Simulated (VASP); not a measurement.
# TaAs under changes of volume

One of the cells (17.744 Å³/atom); the others are scaled copies at fixed shape and fractional positions:

```
Ta As
1.0
    -1.73322    1.73322    5.90680
     1.73322   -1.73322    5.90680
     1.73322    1.73322   -5.90680
Ta As
2 2
Direct
  0.49997 0.49997 0.00000
  0.24997 0.74997 0.50000
  0.08263 0.08263 0.00000
  0.83263 0.33263 0.50000
```

The cell is a database's computed one.

* Program: VASP 6.6.1
* Functional: PBEsol
* Potentials or basis: VASP PAW PBE potentials, release 64 (Ta_pv, As)
* Cutoff: 520 eV
* k mesh: 11 × 11 × 11
* Occupations: fermi-dirac, width 0.05 eV
* Spin: no spin polarisation

```csv
volume (Å³/atom),energy over the lowest point (meV/atom),pressure (GPa),largest force (eV/Å)
16.353,21.22,9.5,0.059
16.700,5.76,4.8,0.046
17.048,0.00,0.6,0.035
17.744,13.63,-6.6,0.015
18.092,?,?,?
18.440,55.19,-12.4,0.002
```

Question: What does the run at 18.092 Å³/atom give?

Answer: Energy over the lowest point 31.29 meV/atom; pressure -9.6 GPa; largest force 0.006 eV/Å.

Worked out: A Birch-Murnaghan fit of order 3 (a polynomial in V^(-2/3)) to the other rows has its minimum at 17.10 Å³/atom with B0 = V·E''(V) = 193 GPa and B' = 4.5 at fixed shape and positions, which overstates the stiffness. It gives 31.30 meV/atom at 18.092 Å³/atom, against the run's 31.29, and -dE/dV = -9.6 GPa, against -9.6.

Energies are extrapolated to zero smearing.

Caveats: the PAW data sets were made with another functional, which shifts forces and pressure a little.
